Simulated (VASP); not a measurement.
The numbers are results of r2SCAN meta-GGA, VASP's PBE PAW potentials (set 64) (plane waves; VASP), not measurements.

Input for VASP

### INCAR
```
SYSTEM=CdTe
PREC=Accurate; ENCUT=400; LREAL=.FALSE.
LASPH=.TRUE.
EDIFF=1E-6; NELM=100; ALGO=Normal
LMAXMIX=4; LMIXTAU=.TRUE.
ISMEAR=0; SIGMA=0.05
METAGGA=R2SCAN
IBRION=2; NSW=60; ISIF=3
EDIFFG=-0.01
LWAVE=.FALSE.; LCHARG=.FALSE.
```

### POSCAR
```
CdTe
1.0
  0.0000000000   3.2727631060   3.2727631060
  3.2727631060   0.0000000000   3.2727631060
  3.2727631060   3.2727631060   0.0000000000
Cd Te
1 1
Cartesian
  0.0000000000   0.0000000000   0.0000000000
  1.6363815530   1.6363815530   1.6363815530
```

**KPOINTS**
```
K-points
0
gamma
  6 6 6
```

POTCAR, in this order: Cd Te (PBE.64 set). Program: vasp_std.

Output of the run:

**OSZICAR**
```
       N       E                     dE             d eps       ncg     rms          rms(c)
DAV:   1     0.410650161451E+02    0.41065E+02   -0.72829E+03   424   0.979E+02
DAV:   2    -0.480072174709E+02   -0.89072E+02   -0.86486E+02   481   0.261E+02
DAV:   3    -0.511944674452E+02   -0.31872E+01   -0.31826E+01   496   0.516E+01
DAV:   4    -0.512200775600E+02   -0.25610E-01   -0.25609E-01   584   0.409E+00
DAV:   5    -0.512201319350E+02   -0.54375E-04   -0.54375E-04   506   0.177E-01    0.542E+00
DAV:   6    -0.469342830217E+02    0.42858E+01   -0.32185E+00   416   0.268E+01    0.700E+00
DAV:   7    -0.466378680814E+02    0.29641E+00   -0.21040E-01   416   0.613E+00    0.453E+00
DAV:   8    -0.468260304521E+02   -0.18816E+00   -0.20770E-01   436   0.456E+00    0.931E-01
DAV:   9    -0.465522010408E+02    0.27383E+00   -0.23749E-01   416   0.431E+00    0.526E-01
DAV:  10    -0.466142926320E+02   -0.62092E-01   -0.37307E-02   416   0.183E+00    0.316E-01
DAV:  11    -0.466347793049E+02   -0.20487E-01   -0.16755E-02   416   0.124E+00    0.675E-02
DAV:  12    -0.466346820622E+02    0.97243E-04   -0.11032E-03   451   0.384E-01    0.629E-02
DAV:  13    -0.466370453686E+02   -0.23633E-02   -0.61944E-03   416   0.798E-01    0.579E-02
DAV:  14    -0.466344244461E+02    0.26209E-02   -0.14495E-03   451   0.305E-01    0.466E-02
DAV:  15    -0.466370731964E+02   -0.26488E-02   -0.74352E-04   416   0.226E-01    0.378E-02
DAV:  16    -0.466381728805E+02   -0.10997E-02   -0.31485E-04   426   0.205E-01    0.178E-02
DAV:  17    -0.466383953480E+02   -0.22247E-03   -0.17327E-04   426   0.125E-01    0.503E-03
DAV:  18    -0.466384364376E+02   -0.41090E-04   -0.23679E-05   461   0.593E-02    0.878E-03
DAV:  19    -0.466384353002E+02    0.11374E-05   -0.12268E-06   313   0.139E-02    0.266E-03
DAV:  20    -0.466384356336E+02   -0.33337E-06   -0.40292E-07   263   0.668E-03
   1 F= -.46638436E+02 E0= -.46638436E+02  d E =-.466384E+02
```

**OUTCAR**
```
------------------------ aborting loop because EDIFF is reached ----------------------------------------
  FORCE on cell =-STRESS in cart. coord.  units (eV):
  Direction    XX          YY          ZZ          XY          YZ          ZX
  --------------------------------------------------------------------------------------
  Total        0.0168266      0.0168266      0.0168266     -0.0000000     -0.0000000     -0.0000000
  in kB        0.3845315      0.3845315      0.3845315     -0.0000000     -0.0000000     -0.0000000
  external PRESSURE =       0.3845315 kB  Pullay stress =       0.0000000 kB
  volume of cell :       70.11
      direct lattice vectors                 reciprocal lattice vectors
     0.000000000  3.272763106  3.272763106    -0.152776105  0.152776105  0.152776105
     3.272763106  0.000000000  3.272763106     0.152776105 -0.152776105  0.152776105
     3.272763106  3.272763106  0.000000000     0.152776105  0.152776105 -0.152776105
  FREE ENERGIE OF THE ION-ELECTRON SYSTEM (eV)
  ---------------------------------------------------
  free  energy   TOTEN  =       -46.6384356336 eV

  energy  without entropy=      -46.6384356336  energy(sigma->0) =      -46.63843563

 reached required accuracy - stopping structural energy minimisation
```
(Selected blocks of OUTCAR.)

The compound is CdTe in the zinc blende structure. It was relaxed first. The start is the result of an earlier pass.
